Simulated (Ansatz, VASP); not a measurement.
# SiC (Moissanite 3C): VASP beside Ansatz, part 2 of 2

Aim: how closely do two programs agree when they are given the same cell, functional and k mesh? The cell is taken from a series of runs on this material, whose earlier steps may have relaxed, scaled, displaced or heated it; both programs get it as it stands.

VASP 6.6.1 and Ansatz 0.2.0.

So far: Set-up; Ansatz: dielectric response, LDA.

## 3. VASP: dielectric response, LDA

Level of this step: LDA; plane waves and PAW (Si, C) (VASP).

The same cell, functional (in two slightly different forms) and mesh now go to VASP, with its own data sets.

Lines of VASP's logs that name or quote its potential files are left out, and so is its time.

The input, INCAR:

```
SYSTEM = SiC
PREC = Accurate
ENCUT = 520
EDIFF = 1E-08
NELM = 120
ISMEAR = 0
SIGMA = 0.01
LREAL = .FALSE.
ALGO = Normal
GGA = CA
NBANDS = 10
LORBIT = 11
LWAVE = .FALSE.
LCHARG = .FALSE.
ISIF = 2
LEPSILON = .TRUE.
LASPH = .TRUE.
GGA_COMPAT = .FALSE.
EFERMI = MIDGAP
```

The input, POSCAR:

```
SiC
1.0
    0.0000000000      2.1790000000      2.1790000000
    2.1790000000      0.0000000000      2.1790000000
    2.1790000000      2.1790000000      0.0000000000
Si C
1 1
Direct
    0.0000000000      0.0000000000      0.0000000000
    0.2500000000      0.2500000000      0.2500000000
```

The input, KPOINTS:

```
Automatic mesh
0
Gamma
8 8 8
0 0 0
```

The projector-augmented-wave data sets are Si and C (LDA family, release 64).

The run is started by

```bash
mpirun -np 1 vasp_std
```

Numbers of over 12 decimals in the logs are rounded to 6 here.

The log of the run:

```text
[banner, memory and clock lines left out]
running    1 mpi-ranks, on    1 nodes
 distrk:  each k-point on    1 cores,    1 groups
 distr:  one band on    1 cores,    1 groups

 POSCAR found type information on POSCAR SiC
 POSCAR found :  2 types and       2 ions
 LDA part: xc-table for (Slater(with rela. corr.)+CA(PZ))
 , standard interpolation
 POSCAR, INCAR and KPOINTS ok, starting setup
 FFT: planning ... GRIDC
 FFT: planning ... GRID_SOFT
 FFT: planning ... GRID
 WAVECAR not read
 entering main loop
       N       E                     dE             d eps       ncg     rms          rms(c)
DAV:   1     0.208784511243E+01    0.20878E+01   -0.39884E+03   596   0.675E+02
DAV:   2    -0.179920643800E+02   -0.20080E+02   -0.18747E+02   750   0.113E+02
DAV:   3    -0.186689014004E+02   -0.67684E+00   -0.67576E+00   688   0.178E+01
DAV:   4    -0.186721691112E+02   -0.32677E-02   -0.32674E-02   674   0.153E+00
DAV:   5    -0.186721859361E+02   -0.16825E-04   -0.16825E-04   684   0.100E-01    0.906E+00
DAV:   6    -0.167271388122E+02    0.19450E+01   -0.75024E+00   606   0.131E+01    0.399E+00
DAV:   7    -0.166577120531E+02    0.69427E-01   -0.36833E-01   692   0.381E+00    0.179E+00
DAV:   8    -0.166372018308E+02    0.20510E-01   -0.26939E-02   604   0.106E+00    0.177E-01
DAV:   9    -0.166368341312E+02    0.36770E-03   -0.18043E-03   742   0.247E-01    0.943E-02
DAV:  10    -0.166368486667E+02   -0.14536E-04   -0.11334E-04   620   0.711E-02    0.315E-02
DAV:  11    -0.166368489633E+02   -0.29659E-06   -0.35855E-06   702   0.125E-02    0.127E-02
DAV:  12    -0.166368487332E+02    0.23011E-06   -0.66357E-07   604   0.427E-03    0.679E-04
DAV:  13    -0.166368487371E+02   -0.38534E-08   -0.27074E-08   628   0.108E-03
   1 F= -.16636849E+02 E0= -.16636849E+02  d E =0.000000E+00
 Linear response reoptimize wavefunctions to high precision
DAV:   1    -0.166368487401E+02   -0.30376E-08   -0.41139E-10   438   0.146E-04
DAV:   2    -0.166368487401E+02    0.95497E-11   -0.16435E-11   312   0.338E-05
 Linear response G [H, r] |phi>, progress :
  Direction:   1
       N       E                     dE             d eps       ncg     rms
RMM:   1    -0.418507596711E+02   -0.41851E+02   -0.54426E+01  1474   0.435E+01
RMM:   2    -0.325690460915E+02    0.92817E+01   -0.24101E+00   931   0.113E+01
RMM:   3    -0.325690153653E+02    0.30726E-04    0.43485E-03   952   0.112E+00
RMM:   4    -0.325714784046E+02   -0.24630E-02    0.35066E-03  1002   0.130E-01
RMM:   5    -0.325718168291E+02   -0.33842E-03    0.44523E-04  1002   0.172E-02
RMM:   6    -0.325718579777E+02   -0.41149E-04    0.27936E-05  1046   0.239E-03
RMM:   7    -0.325718621719E+02   -0.41943E-05   -0.77292E-05   977   0.393E-04
RMM:   8    -0.325718614895E+02    0.68243E-06   -0.61351E-06   856   0.116E-04
RMM:   9    -0.325718615044E+02   -0.14842E-07   -0.71664E-06   711   0.865E-05
RMM:  10    -0.325718615443E+02   -0.39979E-07    0.61690E-08   663   0.873E-05
RMM:  11    -0.325718615456E+02   -0.13075E-08    0.11858E-09   540   0.881E-05
 Linear response G [H, r] |phi>, progress :
  Direction:   2
       N       E                     dE             d eps       ncg     rms
RMM:   1    -0.392615032948E+02   -0.39262E+02   -0.62776E+01  1475   0.412E+01
RMM:   2    -0.325839773328E+02    0.66775E+01   -0.12723E+00   923   0.976E+00
RMM:   3    -0.326266306865E+02   -0.42653E-01    0.14463E-02   949   0.922E-01
RMM:   4    -0.326291955822E+02   -0.25649E-02    0.33946E-03   998   0.105E-01
RMM:   5    -0.326295113211E+02   -0.31574E-03    0.43719E-04  1002   0.137E-02
RMM:   6    -0.326295507789E+02   -0.39458E-04    0.46724E-05  1042   0.192E-03
RMM:   7    -0.326295549940E+02   -0.42152E-05    0.36624E-06   966   0.337E-04
RMM:   8    -0.326295547540E+02    0.24003E-06    0.15347E-06   829   0.118E-04
RMM:   9    -0.326295547492E+02    0.47826E-08   -0.63227E-07   704   0.988E-05
RMM:  10    -0.326295547470E+02    0.21841E-08   -0.37047E-06   656   0.101E-04
RMM:  11    -0.326295547444E+02    0.26078E-08   -0.18438E-06   524   0.102E-04
RMM:  12    -0.326295547444E+02    0.25807E-10   -0.30994E-06   413   0.101E-04
 Linear response G [H, r] |phi>, progress :
  Direction:   3
       N       E                     dE             d eps       ncg     rms
RMM:   1    -0.255873067793E+02   -0.25587E+02    0.85185E+01  1387   0.421E+01
RMM:   2    -0.223143663651E+02    0.32729E+01   -0.22364E+00   920   0.106E+01
RMM:   3    -0.223095103137E+02    0.48561E-02   -0.30110E-02   941   0.107E+00
RMM:   4    -0.223090106457E+02    0.49967E-03   -0.36630E-04   989   0.129E-01
RMM:   5    -0.223090103080E+02    0.33767E-06   -0.50470E-06   990   0.178E-02
RMM:   6    -0.223090105385E+02   -0.23047E-06    0.61130E-07   999   0.263E-03
RMM:   7    -0.223090106090E+02   -0.70513E-07    0.18065E-07   929   0.467E-04
RMM:   8    -0.223090105771E+02    0.31904E-07    0.30716E-06   815   0.152E-04
RMM:   9    -0.223090105641E+02    0.12969E-07    0.10889E-06   664   0.114E-04
RMM:  10    -0.223090105644E+02   -0.26902E-09    0.38192E-06   559   0.113E-04
RMM:  11    -0.223090105643E+02    0.13232E-09    0.47850E-06   514   0.115E-04
RMM:  12    -0.223090105650E+02   -0.77106E-09    0.50176E-06   400   0.116E-04
 Linear response to external field (no local field effect), progress :
  Direction:   1
       N       E                     dE             d eps       ncg     rms          rms(c)
RMM:   1    -0.449062580458E+00   -0.44906E+00   -0.18917E+00  1312   0.280E+00
RMM:   2    -0.461198532674E+00   -0.12136E-01   -0.34918E-03   937   0.419E-01
RMM:   3    -0.461223570994E+00   -0.25038E-04   -0.20855E-05   939   0.288E-02
RMM:   4    -0.461223747615E+00   -0.17662E-06   -0.18231E-07   960   0.297E-03
RMM:   5    -0.461223749988E+00   -0.23728E-08   -0.83334E-10   914   0.311E-04
 change of polarisation eV/A/(eV/A) component  1 :     0.922     0.495     0.078
 dielectric tensor                  component  1 :     9.067     4.325     0.683
 Linear response to external field (no local field effect), progress :
  Direction:   2
       N       E                     dE             d eps       ncg     rms          rms(c)
RMM:   1    -0.441039896248E+00   -0.44104E+00   -0.18489E+00  1312   0.271E+00
RMM:   2    -0.452561357532E+00   -0.11521E-01   -0.33945E-03   934   0.404E-01
RMM:   3    -0.452585953491E+00   -0.24596E-04   -0.19937E-05   941   0.281E-02
RMM:   4    -0.452586116031E+00   -0.16254E-06   -0.17997E-07   957   0.283E-03
RMM:   5    -0.452586117775E+00   -0.17436E-08   -0.16558E-09   910   0.294E-04
 change of polarisation eV/A/(eV/A) component  2 :     0.495     0.905    -0.074
 dielectric tensor                  component  2 :     4.325     8.916    -0.643
 Linear response to external field (no local field effect), progress :
  Direction:   3
       N       E                     dE             d eps       ncg     rms          rms(c)
RMM:   1    -0.190994389816E+00   -0.19099E+00   -0.65828E-01  1294   0.213E+00
RMM:   2    -0.195288446321E+00   -0.42941E-02   -0.14799E-03   927   0.296E-01
RMM:   3    -0.195299161797E+00   -0.10715E-04   -0.98765E-06   937   0.203E-02
RMM:   4    -0.195299225485E+00   -0.63688E-07   -0.11964E-07   956   0.216E-03
RMM:   5    -0.195299224571E+00    0.91410E-09   -0.37516E-09   873   0.231E-04
 change of polarisation eV/A/(eV/A) component  3 :     0.078    -0.074     0.391
 dielectric tensor                  component  3 :     0.681    -0.643     4.416
 Linear response to external field, progress :
  Direction:   1
       N       E                     dE             d eps       ncg     rms          rms(c)
RMM:   1    -0.360376961041E+00   -0.36038E+00   -0.14664E+00  4305   0.255E+00
RMM:   2    -0.369682817806E+00   -0.93059E-02   -0.27883E-03  3041   0.373E-01    0.882E-01
RMM:   3    -0.359712448364E+00    0.99704E-02   -0.50191E-03  3029   0.420E-01    0.512E-01
RMM:   4    -0.369296854139E+00   -0.95844E-02   -0.61918E-03  3049   0.469E-01    0.742E-02
RMM:   5    -0.371381024918E+00   -0.20842E-02   -0.13585E-04  3080   0.859E-02    0.960E-03
RMM:   6    -0.371471568567E+00   -0.90544E-04   -0.12877E-06  3173   0.871E-03    0.478E-03
RMM:   7    -0.371515850905E+00   -0.44282E-04   -0.75615E-08  3172   0.223E-03    0.299E-04
RMM:   8    -0.371519400798E+00   -0.35499E-05   -0.11489E-09  3348   0.414E-04    0.115E-04
RMM:   9    -0.371518534920E+00    0.86588E-06    0.19538E-10  2806   0.128E-04    0.191E-05
RMM:  10    -0.371518723419E+00   -0.18850E-06   -0.32898E-10  1788   0.307E-05    0.678E-06
 change of polarisation eV/A/(eV/A) component  1 :     0.702     0.202     0.127
 dielectric tensor                  component  1 :     7.138     1.767     1.109
 Linear response to external field, progress :
  Direction:   2
       N       E                     dE             d eps       ncg     rms          rms(c)
RMM:   1    -0.360376563012E+00   -0.36038E+00   -0.14664E+00  4306   0.255E+00
RMM:   2    -0.369682779791E+00   -0.93062E-02   -0.27875E-03  3041   0.373E-01    0.882E-01
RMM:   3    -0.359712318792E+00    0.99705E-02   -0.50185E-03  3030   0.420E-01    0.512E-01
RMM:   4    -0.369294365207E+00   -0.95820E-02   -0.61907E-03  3051   0.469E-01    0.742E-02
RMM:   5    -0.371378597582E+00   -0.20842E-02   -0.13585E-04  3078   0.859E-02    0.960E-03
RMM:   6    -0.371469121374E+00   -0.90524E-04   -0.12852E-06  3172   0.871E-03    0.478E-03
RMM:   7    -0.371513345318E+00   -0.44224E-04   -0.75858E-08  3171   0.223E-03    0.299E-04
RMM:   8    -0.371516901628E+00   -0.35563E-05   -0.60922E-10  3339   0.414E-04    0.115E-04
RMM:   9    -0.371516034751E+00    0.86688E-06    0.52185E-12  2818   0.128E-04    0.199E-05
RMM:  10    -0.371516213641E+00   -0.17889E-06    0.70764E-10  1784   0.299E-05    0.756E-06
 change of polarisation eV/A/(eV/A) component  2 :     0.189     0.702     0.125
 dielectric tensor                  component  2 :     1.653     7.138     1.093
 Linear response to external field, progress :
  Direction:   3
       N       E                     dE             d eps       ncg     rms          rms(c)
RMM:   1    -0.360376450417E+00   -0.36038E+00   -0.14664E+00  4305   0.255E+00
RMM:   2    -0.369682771179E+00   -0.93063E-02   -0.27876E-03  3041   0.373E-01    0.882E-01
RMM:   3    -0.359712321027E+00    0.99705E-02   -0.50193E-03  3029   0.420E-01    0.512E-01
RMM:   4    -0.369296625025E+00   -0.95843E-02   -0.61915E-03  3049   0.469E-01    0.742E-02
RMM:   5    -0.371380909941E+00   -0.20843E-02   -0.13582E-04  3081   0.859E-02    0.960E-03
RMM:   6    -0.371471431825E+00   -0.90522E-04   -0.12811E-06  3173   0.871E-03    0.478E-03
RMM:   7    -0.371515661650E+00   -0.44230E-04   -0.75370E-08  3171   0.223E-03    0.299E-04
RMM:   8    -0.371519217693E+00   -0.35560E-05   -0.42893E-10  3344   0.414E-04    0.115E-04
RMM:   9    -0.371518351363E+00    0.86633E-06    0.33070E-10  2812   0.128E-04    0.198E-05
RMM:  10    -0.371518531087E+00   -0.17972E-06   -0.10349E-09  1816   0.299E-05    0.752E-06
 change of polarisation eV/A/(eV/A) component  3 :     0.148     0.180     0.702
 dielectric tensor                  component  3 :     1.298     1.578     7.138
 Born effective charges drift removed
```

From OUTCAR (step 3):

```text
ion  position               nearest neighbor table
   1  0.000  0.000  0.000-   2 1.89   2 1.89   2 1.89   2 1.89
   2  0.250  0.250  0.250-   1 1.89   1 1.89   1 1.89   1 1.89

  LATTYP: Found a face centered cubic cell.
 ALAT       =     4.3580000000

 Subroutine GETGRP returns: Found 24 space group operations
 (whereof 24 operations were pure point group operations)

The static configuration has the point symmetry T_d .

 Found     29 irreducible k-points:

   k-points           NKPTS =     29   k-points in BZ     NKDIM =     29   number of bands    NBANDS=     10

   dimension x,y,z NGX =    24 NGY =   24 NGZ =   24
   dimension x,y,z NGXF=    48 NGYF=   48 NGZF=   48

   ENCUT  =  520.0 eV  38.22 Ry    6.18 a.u.   5.73  5.73  5.73*2*pi/ulx,y,z

   NELECT =       8.0000    total number of electrons

 k-points in reciprocal lattice and weights: Automatic mesh
   0.00000000  0.00000000  0.00000000       0.002
   0.12500000  0.00000000  0.00000000       0.016
   0.25000000  0.00000000  0.00000000       0.016
   0.37500000  0.00000000  0.00000000       0.016
   0.50000000  0.00000000  0.00000000       0.008
   0.12500000  0.12500000  0.00000000       0.012
   0.25000000  0.12500000  0.00000000       0.047
   0.37500000  0.12500000  0.00000000       0.047
   0.50000000  0.12500000  0.00000000       0.047
[...]
-0.37500000  0.50000000  0.12500000       0.023
  -0.25000000  0.50000000  0.25000000       0.012

 average (electrostatic) potential at core
       1 -81.9318       2 -49.0291

  Total       -0.5200581     -0.5200581     -0.5200581     -0.0000000      0.0000000     -0.0000000
  in kB      -40.2680684    -40.2680684    -40.2680684     -0.0000000      0.0000000     -0.0000000
  external PRESSURE =     -40.2680684 kB  Pullay stress =       0.0000000 kB

  energy-cutoff  :      520.00
  volume of cell :       20.69
      direct lattice vectors                 reciprocal lattice vectors
     0.000000000  2.179000000  2.179000000    -0.229463056  0.229463056  0.229463056
     2.179000000  0.000000000  2.179000000     0.229463056 -0.229463056  0.229463056
     2.179000000  2.179000000  0.000000000     0.229463056  0.229463056 -0.229463056

 POSITION                                       TOTAL-FORCE (eV/Angst)
 -----------------------------------------------------------------------------------
      0.00000      0.00000      0.00000         0.000000      0.000000      0.000000
      1.08950      1.08950      1.08950        -0.000000     -0.000000     -0.000000
 -----------------------------------------------------------------------------------
    total drift:                                0.000000      0.000000      0.000000

 MACROSCOPIC STATIC DIELECTRIC TENSOR (including local field effects in DFT)
 ------------------------------------------------------
           7.138303    -0.000000    -0.000000
          -0.000000     7.138303     0.000000
          -0.000000     0.000000     7.138303
 ------------------------------------------------------

 PIEZOELECTRIC TENSOR (including local field effects)  for field in x, y, z        (C/m^2)
          XX          YY          ZZ          XY          YZ          ZX
  --------------------------------------------------------------------------------
  x    -0.00000    -0.00000     0.00000     0.00000    -0.97934     0.00000
  y     0.00000     0.00000    -0.00000     0.00000     0.00000    -0.97934
  z     0.00000     0.00000     0.00000    -0.97934     0.00000     0.00000

 BORN EFFECTIVE CHARGES (including local field effects) (in |e|, cummulative output)
 ---------------------------------------------------------------------------------
 ion    1
    1     2.70728     0.00000    -0.00000
    2     0.00000     2.70728     0.00000
    3    -0.00000     0.00000     2.70728
 ion    2
    1    -2.70728     0.00000     0.00000
    2     0.00000    -2.70728    -0.00000
    3     0.00000    -0.00000    -2.70728
```

## 4. Differences

Known differences besides the potentials themselves: the two LDA forms differ slightly; fixed occupations in Ansatz, narrow Gaussian smearing in VASP; VASP's response is taken on the typed mesh, Ansatz refines its own for the field response alone; the cutoff is 420 eV in Ansatz and 520 eV in VASP; VASP's log shows a relativistic correction to its local exchange, Ansatz's none. Total energies have different zeros and are not compared.

The two programs side by side:

```
                                     quantity  Ansatz   VASP  difference
                                        ε∞ xx    6.97   7.14     -2.30 %
                                        ε∞ yy    6.97   7.14     -2.30 %
                                        ε∞ zz    6.97   7.14     -2.30 %
Born charge of Si1 (mean of the diagonal) (e)    2.72   2.71       +0.01
 Born charge of C2 (mean of the diagonal) (e)   -2.72  -2.71       -0.01
```

## 5. What came out

| Item | Value |
| --- | --- |
| difference in ε∞ xx (dielectric response, LDA) | -2.3 % |

In words: The difference in ε∞ xx is -2.3 % (dielectric response, LDA), within the 5 % picked in this series as the mark of a large difference. How closely two codes agree says nothing of how well the functional describes the real material.

[Lines on the potential files, build, host, timing and source positions are cut from VASP's logs without a mark.]

[Logs are printed without paths, hosts, clocks, repeated set-up lines and the standing remarks that a program may print on its own settings, such as how far it seeks lower states.]

[Hosts, paths, dates, database ids (printed as entryN), source tags and the programs' standing remarks are cut or masked in the printed files.]
